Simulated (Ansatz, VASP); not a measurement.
# MgGaPSe: VASP beside Ansatz, part 3 of 3

One calculation is typed for both programs; each brings its own data sets and cutoff. How far apart do they land? The cell is invented: As first built, before any earlier steps moved the atoms (in the runner's words): it takes the ZnGaPS structure with some of its atoms replaced by other elements, volume scaled by an estimate. It may not be a known or stable phase. The cell is taken from a series of runs on this material, whose earlier steps may have relaxed, scaled, displaced or heated it; both programs get it as it stands.

VASP 6.6.1 and Ansatz 0.2.0.

So far, gap on the k-mesh: step 4 (side by side) 1.54.

## Step 6: VASP: dielectric response, PBEsol with D3(BJ)

Level of this step: PBEsol with D3(BJ); plane waves and PAW (Se, Ga_h, P_h, Mg); invented cell (VASP).

The response to a field tests empty states and converges slowly with the mesh.

Input file INCAR:

```
SYSTEM = MgGaPSe
PREC = Accurate
ENCUT = 650
EDIFF = 1E-08
NELM = 100
ISMEAR = 0
SIGMA = 0.01
LREAL = .FALSE.
ALGO = Normal
GGA = PS
IVDW = 12
NBANDS = 19
LORBIT = 11
LWAVE = .FALSE.
LCHARG = .FALSE.
KPAR = 2
ISIF = 2
LEPSILON = .TRUE.
```

Input file POSCAR:

```
MgGaPSe
1.0
    3.3957904926     -1.9605671365      0.0002746655
    3.3957904926      1.9605671365      0.0002746655
   -2.2613127420      0.0000000000      6.6937267810
Se Ga P Mg
1 1 1 1
Direct
    0.6164393817      0.6164393817      0.8592685506
    0.4952956285      0.4952956285      0.4928603086
    0.1278096726      0.1278096726      0.3902155306
    0.0021781652      0.0021781652      0.0167696102
```

Input file KPOINTS:

```
Automatic mesh
0
Gamma
8 8 4
0 0 0
```

PAW data sets: Se, Ga_h, P_h and Mg (PBE family, release 64).

Command:

```console
> mpirun -np 2 vasp_std
```

Numbers of over 12 decimals in the logs are rounded to 6 here.

What it wrote:

```text
[banner, memory and clock lines left out]
running    2 mpi-ranks, on    1 nodes
[...]
[... a notice as in an earlier step ...]

 LDA part: xc-table for (Slater+PW92), standard interpolation
 POSCAR, INCAR and KPOINTS ok, starting setup
[...]
entering main loop
       N       E                     dE             d eps       ncg     rms          rms(c)
DAV:   1     0.181605530790E+03    0.18161E+03   -0.13824E+04  2972   0.158E+03
DAV:   2    -0.239430978838E+01   -0.18400E+03   -0.17809E+03  3118   0.337E+02
DAV:   3    -0.177210040747E+02   -0.15327E+02   -0.15143E+02  3868   0.103E+02
DAV:   4    -0.181269361610E+02   -0.40593E+00   -0.40554E+00  3666   0.184E+01
[...]
DAV:  13    -0.174671441887E+02   -0.40063E-06   -0.90781E-07  3355   0.655E-03    0.189E-03
DAV:  14    -0.174671442675E+02   -0.78839E-07   -0.23306E-07  3787   0.360E-03    0.589E-04
DAV:  15    -0.174671442730E+02   -0.54579E-08   -0.35128E-08  3054   0.122E-03
   1 F= -.18578175E+02 E0= -.18578175E+02  d E =-.218403E-15
[...]
RMM:  16    -0.202409774299E+01    0.62958E-07   -0.22642E-07  5292   0.172E-04    0.124E-05
RMM:  17    -0.202409746803E+01    0.27496E-06   -0.14774E-07  3846   0.136E-04    0.500E-06
 change of polarisation eV/A/(eV/A) component  2 :     0.000     3.757    -0.000
 dielectric tensor                  component  2 :     0.000     8.628    -0.000
 Linear response to external field, progress :
  Direction:   3
       N       E                     dE             d eps       ncg     rms          rms(c)
RMM:   1    -0.168202884531E+01   -0.16820E+01   -0.65499E+00  5742   0.511E+00
RMM:   2    -0.174162200833E+01   -0.59593E-01   -0.41772E-02  5382   0.131E+00    0.190E+00
RMM:   3    -0.159801797215E+01    0.14360E+00   -0.13419E-01  5007   0.165E+00    0.991E-01
RMM:   4    -0.163386797390E+01   -0.35850E-01   -0.18202E-01  5301   0.174E+00    0.315E-01
[...]
RMM:  19    -0.166944201310E+01   -0.23717E-06   -0.23734E-07  2085   0.984E-05    0.374E-05
RMM:  20    -0.166944212735E+01   -0.11424E-06   -0.34770E-07  1878   0.971E-05    0.158E-05
RMM:  21    -0.166944218826E+01   -0.60912E-07   -0.33165E-07  1709   0.958E-05    0.431E-06
 change of polarisation eV/A/(eV/A) component  3 :    -0.010     0.120     3.068
 dielectric tensor                  component  3 :    -0.020     0.245     7.228
 Born effective charges drift removed
```

Parts of OUTCAR (step 6):

```text
  Total       0.05678     0.05342     0.03848     0.00000     0.00000     0.00113
  in kB       1.02071     0.96028     0.69175     0.00000     0.00000     0.02029
  external pressure =        0.89 kB  Pullay stress =        0.00 kB

 POSITION                                       TOTAL-FORCE (eV/Angst)
 -----------------------------------------------------------------------------------
      2.24352      0.00000      5.75205         0.001090      0.000000      0.004525
      2.24933      0.00000      3.29934         0.001104      0.000000      0.003686
     -0.01437      0.00000      2.61207        -0.004138      0.000000     -0.016585
     -0.02313      0.00000      0.11225         0.001944      0.000000      0.008374
 -----------------------------------------------------------------------------------
    total drift:                                0.001036      0.000000      0.000786

 Edisp (eV)   -1.11103

 Edisp (eV)   -1.11103

 MACROSCOPIC STATIC DIELECTRIC TENSOR (including local field effects in DFT)
 ------------------------------------------------------
           8.624475     0.000000    -0.019533
           0.000000     8.627526     0.000000
          -0.019816     0.000000     7.227727
 ------------------------------------------------------

[... 2 further parts left out ...]
```

Energies printed during the response cycles are not total energies of the cell. The dielectric response converges more slowly with the mesh than energies do, so tensor and charges may still move on a finer one.

## Step 7: Ansatz: dielectric response, PBEsol with D3(BJ)

The same cell, functional and mesh now go to Ansatz, which takes its cutoff from its data sets.

The cell is taken from a series of runs on this material, whose earlier steps may have relaxed, scaled, displaced or heated it; both programs get it as it stands.

Input file input.yaml:

```yaml
crystal:
  lattice:
    - [3.3957904926, -1.9605671365, 0.0002746655]
    - [3.3957904926, 1.9605671365, 0.0002746655]
    - [-2.261312742, 0.0, 6.693726781]
  atoms:
    - { symbol: Se, position: [0.6164393817, 0.6164393817, 0.8592685506] }
    - { symbol: Ga, position: [0.4952956285, 0.4952956285, 0.4928603086] }
    - { symbol: P, position: [0.1278096726, 0.1278096726, 0.3902155306] }
    - { symbol: Mg, position: [0.0021781652, 0.0021781652, 0.0167696102] }
hamiltonian:
  xc: pbesol
  pseudopotentials: { kind: paw }
  dispersion: d3bj
kpoints:
  mp_grid: { grid: [8, 8, 4] }
scf:
  occupations: { method: fixed }
dielectric:
  method: response
```

Command:

```console
> ansatz run input.yaml --threads 2 --pin off --max-ram 4608MiB --backend cpu --events-out ev --progress --plain --runs-dir out
```

What it wrote:

```text
[...]
Crystal: 4 atoms, lattice volume = 89.132 Å³
Basis set: ecut = 420 eV, 1745 PW (Γ), exchange–correlation on 54×54×96 points (8 copies of the dense FFT grid, shifted against one another)
Bands: 27, of which v1, the nominal top of the filled ones, is band 22 counted from 1 (21 counted from 0)
Symmetry: 2 space group operations
k-points: 132 of 256 (irreducible under 1 space group operation, time reversal used)
[...]
0.00000    2.40666    0.00000
[...]
site 2:
[...]
0.00018   -0.00000   -1.67241
    site 3:
         1.70201    0.00000   -0.00044
         0.00000    1.70302    0.00000
         0.00003    0.00000    2.20061
  Z* charge neutrality: 4.963e-3 e pre-enforcement
  solved inside a basis spanned on kpoints, on 10×10×6 k-points transformed towards the longest dipole: ε∞ is read to err by 3.3e-2, Z* by 2.3e-2 e (field_mesh: kpoints solves on kpoints); Z* is corrected for what the basis lacks
[key lines of the parts left out:]
SCF converged after 10 iterations
Free energy (F): -11823.399520 eV
Fermi energy:    5.992273 eV
```

## Step 8: Side by side

What differs besides the data sets and the points named for the pairs above, as far as they apply: fixed occupations in Ansatz, narrow Gaussian smearing in VASP; VASP's response is taken on the typed mesh, Ansatz refines its own for the field response alone; the data sets hold 44 valence electrons in Ansatz (default PAW (the set named soft_2) files) and 26 in VASP; the cutoff is 420 eV in Ansatz and 650 eV in VASP; VASP leaves aspherical gradient terms in its spheres out (LASPH is not set), Ansatz keeps them. Total energies have different zeros and are not compared.

Compared:

```tsv
quantity	Ansatz	VASP	difference
ε∞ xx	8.01	8.62	-7.13 %
ε∞ yy	8.04	8.63	-6.86 %
ε∞ zz	7.15	7.23	-1.14 %
Born charge of Se1 (mean of the diagonal) (e)	-1.99	-1.97	-0.02
Born charge of Ga2 (mean of the diagonal) (e)	2.31	2.34	-0.02
Born charge of P3 (mean of the diagonal) (e)	-2.19	-2.25	+0.06
Born charge of Mg4 (mean of the diagonal) (e)	1.87	1.89	-0.02
```

## Step 9: Results

```
difference in Vzz at Ga2 (electric field gradients, PBEsol with D3(BJ)) : 4.7 V/Å²
difference in ε∞ xx (dielectric response, PBEsol with D3(BJ))           : -7.1 %
```

**Reading.** The difference in ε∞ xx is -7.1 % (dielectric response, PBEsol with D3(BJ)), beyond the 5 % picked in this series as the mark of a large difference. VASP's data sets differ among the pairs, so a change from pair to pair isn't the functional's or the coupling's alone. Electric field gradients, PBEsol with D3(BJ), VASP with the data sets Se, Ga_h, P_h and Mg and a cutoff of 650 eV: r.m.s. force difference goes from 3.3 to 4.9 meV/Å; the difference in pressure goes from 0.17 to -0.0026 GPa; the difference in gap on the k mesh goes from -0.0017 to -0.0012 eV; the difference in Vzz at Se1 goes from 3.0 to 4.8 V/Å²; the difference in Vzz at P3 goes from -0.68 to -1.4 V/Å². What causes the difference of the dielectric response, PBEsol with D3(BJ) pair stays open here. Such differences can come from data sets, numerical settings and the points named under the comparisons, not from the functional's error against experiment.

[Lines on the potential files, build, host, timing and source positions are cut from VASP's logs without a mark.]

[Logs are printed without paths, hosts, clocks, repeated set-up lines and the standing remarks that a program may print on its own settings, such as how far it seeks lower states.]

[Hosts, paths, dates, database ids (printed as entryN), source tags and the programs' standing remarks are cut or masked in the printed files.]
